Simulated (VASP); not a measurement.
Given:

```
TcY2
1.0
    0.00000     4.80930     4.80930
    4.80930     0.00000     4.80930
    4.80930     4.80930     0.00000
Y Tc
4 2
Cartesian
  1.20233   1.20233   1.20233
  1.20233   3.60698   3.60698
  3.60698   1.20233   3.60698
  3.60698   3.60698   1.20233
  7.21396   7.21396   7.21396
  4.80930   4.80930   4.80930
```

Computed with PBE GGA, VASP's PBE PAW potentials (set 64) (plane waves; VASP). Settings: 300 eV cut-off, 3×3×3 Γ-centred mesh, Fermi-Dirac smearing of 0.10 eV, potentials Y_sv Tc_pv.

At this cut-off the stress carries a Pulay error, which pulls relaxed volumes low.

Give the stress tensor in GPa (positive for a compressed cell).

```
-10.99    0.00    0.00
  0.00  -10.99    0.00
  0.00    0.00  -10.99
```
The pressure is its mean diagonal, -10.99 GPa.

The structure was generated: Y2Tc was put into an ordered model structure, which need not be its known phase. The cell was not relaxed at this level. The k-mesh is coarse (spacing up to 0.38 per Å, 2π included), so the numbers may not be converged in it.
